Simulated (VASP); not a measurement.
Output of a VASP run:

**OSZICAR**
```
...
DAV:   1    -0.573115405392E+03    0.27238E-03   -0.89488E-01   488   0.224E+00    0.139E-01
RMM:   2    -0.573116874205E+03   -0.14688E-02   -0.16603E-02   468   0.292E-01    0.628E-02
RMM:   3    -0.573116878989E+03   -0.47840E-05   -0.11198E-03   469   0.797E-02    0.427E-02
RMM:   4    -0.573116832856E+03    0.46134E-04   -0.32412E-04   468   0.374E-02    0.105E-02
RMM:   5    -0.573116836409E+03   -0.35529E-05   -0.47581E-05   329   0.128E-02
  19 F= -.57311684E+03 E0= -.57311684E+03  d E =-.815651E-02
       N       E                     dE             d eps       ncg     rms          rms(c)
DAV:   1    -0.573116885701E+03   -0.52846E-04   -0.23189E+00   476   0.366E+00    0.237E-01
RMM:   2    -0.573120804119E+03   -0.39184E-02   -0.44994E-02   468   0.484E-01    0.106E-01
RMM:   3    -0.573120815453E+03   -0.11334E-04   -0.31805E-03   469   0.134E-01    0.709E-02
RMM:   4    -0.573120693769E+03    0.12168E-03   -0.91337E-04   468   0.630E-02    0.171E-02
RMM:   5    -0.573120704054E+03   -0.10285E-04   -0.13920E-04   440   0.218E-02    0.121E-02
RMM:   6    -0.573120705635E+03   -0.15803E-05   -0.22133E-05   294   0.881E-03
  20 F= -.57312071E+03 E0= -.57312071E+03  d E =-.386923E-02
       N       E                     dE             d eps       ncg     rms          rms(c)
DAV:   1    -0.573120645370E+03    0.58684E-04   -0.15273E-01   536   0.939E-01    0.603E-02
RMM:   2    -0.573120902361E+03   -0.25699E-03   -0.29632E-03   468   0.124E-01    0.273E-02
RMM:   3    -0.573120902642E+03   -0.28080E-06   -0.21043E-04   469   0.343E-02    0.185E-02
RMM:   4    -0.573120894139E+03    0.85024E-05   -0.60744E-05   419   0.163E-02
  21 F= -.57312089E+03 E0= -.57312089E+03  d E =-.405773E-02
       N       E                     dE             d eps       ncg     rms          rms(c)
DAV:   1    -0.573120015500E+03    0.88714E-03   -0.14847E+00   468   0.294E+00    0.190E-01
RMM:   2    -0.573122447308E+03   -0.24318E-02   -0.28881E-02   468   0.391E-01    0.846E-02
RMM:   3    -0.573122410360E+03    0.36948E-04   -0.20396E-03   469   0.108E-01    0.570E-02
RMM:   4    -0.573122309029E+03    0.10133E-03   -0.67951E-04   468   0.524E-02    0.141E-02
RMM:   5    -0.573122315061E+03   -0.60318E-05   -0.95953E-05   404   0.184E-02
  22 F= -.57312232E+03 E0= -.57312232E+03  d E =-.142092E-02
       N       E                     dE             d eps       ncg     rms          rms(c)
DAV:   1    -0.573122314259E+03   -0.52296E-05   -0.18312E-02   536   0.326E-01    0.227E-02
RMM:   2    -0.573122342551E+03   -0.28293E-04   -0.34073E-04   468   0.424E-02    0.976E-03
RMM:   3    -0.573122341952E+03    0.59933E-06   -0.23069E-05   304   0.116E-02    0.604E-03
RMM:   4    -0.573122341038E+03    0.91397E-06   -0.60557E-06   274   0.506E-03
  23 F= -.57312234E+03 E0= -.57312234E+03  d E =-.144690E-02
       N       E                     dE             d eps       ncg     rms          rms(c)
DAV:   1    -0.573122428185E+03   -0.86233E-04   -0.29608E-01   468   0.134E+00    0.868E-02
RMM:   2    -0.573122941146E+03   -0.51296E-03   -0.61614E-03   468   0.183E-01    0.393E-02
RMM:   3    -0.573122930116E+03    0.11030E-04   -0.43761E-04   470   0.507E-02    0.265E-02
RMM:   4    -0.573122908044E+03    0.22072E-04   -0.14835E-04   458   0.246E-02    0.641E-03
RMM:   5    -0.573122909099E+03   -0.10554E-05   -0.18309E-05   293   0.863E-03
  24 F= -.57312291E+03 E0= -.57312291E+03  d E =-.568062E-03
```

OUTCAR:
```
------------------------ aborting loop because EDIFF is reached ----------------------------------------
  FORCE on cell =-STRESS in cart. coord.  units (eV):
  Direction    XX          YY          ZZ          XY          YZ          ZX
  --------------------------------------------------------------------------------------
  Total       12.9239418     21.4788448     20.6454813     -0.0115331     -0.0270928     -2.7259783
  in kB       29.5816774     49.1630391     47.2555490     -0.0263981     -0.0620129     -6.2395059
  external PRESSURE =      42.0000885 kB  Pullay stress =       0.0000000 kB
  volume of cell :      699.98
      direct lattice vectors                 reciprocal lattice vectors
     9.175847566 -4.806597533  0.000414141     0.054492942 -0.104023688 -0.045716763
     9.175847566  4.806597533  0.000414141     0.054492942  0.104023688 -0.045716763
     6.657642848  0.000000000  7.935700720    -0.000005688  0.000000000  0.126017588
 POSITION                                       TOTAL-FORCE (eV/Angst)
 -----------------------------------------------------------------------------------
     11.05402      0.00062      3.50602         0.026782      0.003147      0.011189
      4.39878      0.00061      1.39348        -0.004100      0.004497      0.001966
      1.85524      0.00035      0.58701         0.002817      0.002803      0.000305
      8.24240      0.00056      2.61409         0.010740      0.005239     -0.000980
     13.99559      0.02131      7.36622        -0.004349      0.006608     -0.000679
      7.72480     -0.00480      5.36600         0.002372      0.004790     -0.006473
      5.19894     -0.02094      4.55492        -0.003072     -0.004410     -0.004132
     11.42391     -0.00338      6.57861         0.005934      0.001579     -0.004681
     15.26584      2.40600      3.36063        -0.001157      0.007475      0.005373
      8.98476      2.41052      1.39606        -0.003274     -0.003616     -0.006926
      6.45053      2.41142      0.61205        -0.004469     -0.006873     -0.006540
     12.70075      2.44294      2.55524        -0.000392     -0.011783      0.005392
     18.57921      2.38815      7.33929        -0.001720     -0.003746      0.011683
     12.30040      2.41551      5.41297         0.002369      0.010326      0.000735
      9.75229      2.37810      4.54314         0.004897     -0.009537      0.000044
     16.01707      2.40134      6.53731        -0.004267     -0.004366     -0.002084
     15.25538     -2.42585      3.39529        -0.001635      0.002565     -0.009653
      8.98666     -2.40418      1.38752         0.007066      0.008093      0.003835
      6.46157     -2.38772      0.57550        -0.006194      0.004198      0.003036
     12.70290     -2.43696      2.54786         0.011085      0.006707     -0.000099
     18.57880     -2.38658      7.34067         0.005856      0.003329      0.001383
     12.32096     -2.45357      5.34719         0.002107     -0.004798     -0.001004
      9.75701     -2.38458      4.52883        -0.001352      0.001412     -0.000563
     16.01898     -2.40176      6.53434        -0.011157      0.010061     -0.000431
     19.82962      0.00099      3.39896         0.008359     -0.001994     -0.001333
     13.58643      0.04039      1.36040         0.002692     -0.005602     -0.008100
     11.00180      0.00967      0.60527         0.001431     -0.004248      0.000548
     17.27575      0.00266      2.57171        -0.008558     -0.007876     -0.003163
     23.15845      0.00121      7.34719         0.003602     -0.009029      0.003086
     16.90631      0.00133      5.36278        -0.004616     -0.004340      0.007332
     14.31920      0.00046      4.54242        -0.003642      0.003541     -0.002816
     20.60137      0.00108      6.53597         0.006337     -0.013461      0.006617
      4.79102     -0.93038      2.96669         0.005333     -0.004687      0.000048
      5.17386      1.66121      1.76245        -0.001206      0.003278     -0.000354
      7.71216      0.94246      1.00522        -0.000587      0.001310     -0.003634
      6.84216      0.71860      3.74540         0.003848     -0.001135      0.007618
      7.33539     -1.65920      2.19059         0.002872     -0.003769     -0.002494
      5.66119     -0.72862      0.22410         0.008330     -0.003840      0.001294
      8.11634     -0.92559      6.94581        -0.004028      0.004824     -0.006741
      8.47213      1.67795      5.73711         0.002757     -0.002002     -0.001635
     10.97914      1.12317      5.26374        -0.000319     -0.005513     -0.007662
     10.16606      0.75336      7.75015        -0.002237      0.004871     -0.007141
     10.65382     -1.66315      6.16725        -0.005799     -0.004969      0.010570
      8.86283     -0.82014      4.22223         0.001936      0.002428     -0.000507
      9.25803      1.57646      2.97567         0.008081     -0.002017      0.021165
      9.76402      4.07267      1.75236        -0.001328     -0.003311      0.000711
     12.32034      3.35986      0.96111        -0.002098     -0.003509     -0.004832
     11.42421      3.13552      3.74165        -0.007030      0.002710     -0.004196
     12.04374      0.90994      1.90980        -0.005980      0.005009      0.012750
     10.23010      1.67989      0.19559         0.008925     -0.000907      0.001714
     12.76179      1.49110      6.98756        -0.002393     -0.009968      0.005903
     13.10279      4.06596      5.73524        -0.001027      0.004998     -0.007797
     15.57667      3.30992      4.97107        -0.013337      0.000873     -0.000554
     14.76573      3.15651      7.71795         0.008372      0.000517     -0.005575
     15.23548      0.73532      6.16778         0.002070     -0.004661     -0.002559
     13.55317      1.66896      4.18559        -0.015528     -0.002982     -0.010048
...
```
(Selected blocks of OUTCAR.)

### POSCAR
```
Al31GaO48
1
    9.1758475656    -4.8065975332     0.0004141407
    9.1758475656     4.8065975332     0.0004141407
    6.6576428475    -0.0000000000     7.9357007201
Ga Al O
1 31 48
Direct
  0.4275000000   0.4276880000   0.4234330000
  0.1760000000   0.1760000000   0.1760000000
  0.0740000000   0.0740000000   0.0740000000
  0.3216050000   0.3305500000   0.3205280000
  0.4260000000   0.4260000000   0.9260000000
  0.1760000000   0.1760000000   0.6760000000
  0.0740000000   0.0740000000   0.5740000000
  0.3240000000   0.3240000000   0.8240000000
  0.4260000000   0.9260000000   0.4260000000
  0.1760000000   0.6760000000   0.1760000000
  0.0740000000   0.5740000000   0.0740000000
  0.3240000000   0.8240000000   0.3240000000
  0.4260000000   0.9260000000   0.9260000000
  0.1760000000   0.6760000000   0.6760000000
  0.0792200000   0.5711240000   0.5765670000
  0.3240000000   0.8240000000   0.8240000000
  0.9260000000   0.4260000000   0.4260000000
  0.6760000000   0.1760000000   0.1760000000
  0.5740000000   0.0740000000   0.0740000000
  0.8240000000   0.3240000000   0.3240000000
  0.9260000000   0.4260000000   0.9260000000
  0.6760000000   0.1760000000   0.6760000000
  0.5714980000   0.0788980000   0.5690380000
  0.8240000000   0.3240000000   0.8240000000
  0.9260000000   0.9260000000   0.4260000000
  0.6760000000   0.6760000000   0.1760000000
  0.5777390000   0.5674180000   0.0777860000
  0.8240000000   0.8240000000   0.3240000000
  0.9260000000   0.9260000000   0.9260000000
  0.6760000000   0.6760000000   0.6760000000
  0.5740000000   0.5740000000   0.5740000000
  0.8240000000   0.8240000000   0.8240000000
  0.2220000000   0.0280000000   0.3750000000
  0.0280000000   0.3750000000   0.2220000000
  0.2780000000   0.4720000000   0.1250000000
  0.1250000000   0.2780000000   0.4720000000
  0.4720000000   0.1250000000   0.2780000000
  0.3750000000   0.2220000000   0.0280000000
  0.2220000000   0.0280000000   0.8750000000
  0.0280000000   0.3750000000   0.7220000000
  0.2782680000   0.4758550000   0.6265710000
  0.1250000000   0.2780000000   0.9720000000
  0.4720000000   0.1250000000   0.7780000000
  0.3732740000   0.2283130000   0.5285720000
  0.2255370000   0.5226650000   0.3754830000
  0.0280000000   0.8750000000   0.2220000000
  0.2780000000   0.9720000000   0.1250000000
  0.1250000000   0.7780000000   0.4720000000
  0.4672510000   0.6301970000   0.2760050000
  0.3750000000   0.7220000000   0.0280000000
  0.2220000000   0.5280000000   0.8750000000
  0.0280000000   0.8750000000   0.7220000000
  0.2780000000   0.9720000000   0.6250000000
  0.1250000000   0.7780000000   0.9720000000
  0.4720000000   0.6250000000   0.7780000000
  0.3750000000   0.7220000000   0.5280000000
  0.7220000000   0.0280000000   0.3750000000
  0.5325400000   0.3763690000   0.2188390000
  0.7780000000   0.4720000000   0.1250000000
  0.6241280000   0.2822160000   0.4678350000
  0.9720000000   0.1250000000   0.2780000000
  0.8750000000   0.2220000000   0.0280000000
  0.7220000000   0.0280000000   0.8750000000
  0.5280000000   0.3750000000   0.7220000000
  0.7780000000   0.4720000000   0.6250000000
  0.6250000000   0.2780000000   0.9720000000
  0.9720000000   0.1250000000   0.7780000000
  0.8750000000   0.2220000000   0.5280000000
  0.7220000000   0.5280000000   0.3750000000
  0.5280000000   0.8750000000   0.2220000000
  0.7780000000   0.9720000000   0.1250000000
  0.6250000000   0.7780000000   0.4720000000
  0.9720000000   0.6250000000   0.2780000000
  0.8750000000   0.7220000000   0.0280000000
  0.7220000000   0.5280000000   0.8750000000
  0.5280000000   0.8750000000   0.7220000000
  0.7780000000   0.9720000000   0.6250000000
  0.6250000000   0.7780000000   0.9720000000
  0.9720000000   0.6250000000   0.7780000000
  0.8750000000   0.7220000000   0.5280000000
```

Write an INCAR and KPOINTS that could have produced this output.

One answer among several that fit: the input of the run itself, PBE GGA, plane waves, VASP's PBE PAW potentials (set 64).

**KPOINTS**
```
Automatic mesh
0
Gamma
1 1 1
0 0 0
```

INCAR:
```
SYSTEM = Al31GaO48
PREC = Normal; ENCUT = 400; LREAL = Auto
LASPH = .TRUE.; ISYM = 0; NELECT = 386.0
EDIFF = 1E-5; NELM = 100; NELMIN = 4
ALGO = Fast; LMAXMIX = 4
ISMEAR = 0; SIGMA = 0.05
GGA = PE
IBRION = 2; NSW = 60; ISIF = 2
EDIFFG = -0.03
LWAVE = .FALSE.; LCHARG = .FALSE.
```

POTCAR, in this order: Ga Al O (PBE.64 set). Program: vasp_gam.

At this cut-off the stress carries a Pulay error, which pulls relaxed volumes low. The cell is charged, with a uniform compensating background. The supercell is sampled at Γ alone, which is coarse: total energies, pressure and levels can be off, energies of defects by several tenths of an eV.

The cell is a supercell with a defect, built from Al2O3 (corundum): Ga_Al, charge -2. The run is not spin-polarised, so no state with unpaired spins was tried.
